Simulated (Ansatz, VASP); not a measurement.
**Ge4I: VASP beside Ansatz**

```xyz
5
Lattice="-3.3056 3.3056 3.3056 3.3056 -3.3056 3.3056 3.3056 3.3056 -3.3056" Properties=species:S:1:pos:R:3 pbc="T T T"
Ge    1.6528    1.6528   -1.6528
Ge    1.6528   -1.6528    1.6528
Ge   -1.6528    1.6528    1.6528
Ge    1.6528    1.6528    1.6528
I     0.0000    0.0000    0.0000
```

Change from the starting cell: species swapped into the CrGa4 type (Im-3m, No. 229).

Alike in both runs: functional PBE; k mesh 4 × 4 × 4; occupations gaussian, width 0.1 eV; no spin polarisation.

Ansatz relaxed the structure, and its values are those at the end. VASP's run is a single point on that final structure, the one shown.

|  | VASP | Ansatz |
| --- | --- | --- |
| version | VASP 6.6.1 | Ansatz 0.2.0 |
| potentials or method | VASP PAW PBE potentials, release 64 (Ge_d, I) | scalar-relativistic, plane waves, PAW |
| plane-wave cutoff (eV) | 520 | 420 |
| valence electrons in the cell | 63 | 73 |

```tsv
	VASP	Ansatz	Ansatz less VASP
gap on the k mesh at the Fermi level (eV)	none	none	-
pressure (GPa)	0.2	0.2	+0.05
```

A gap of «none» marks a metal or a gap that the smearing closes. The two sets of potentials don't hold the same shells in valence.

Caveats: an odd number of electrons without spin polarisation forces a metal; a magnetic or distorted state may lie lower. Spin-orbit coupling is left out, which matters for the levels of I.
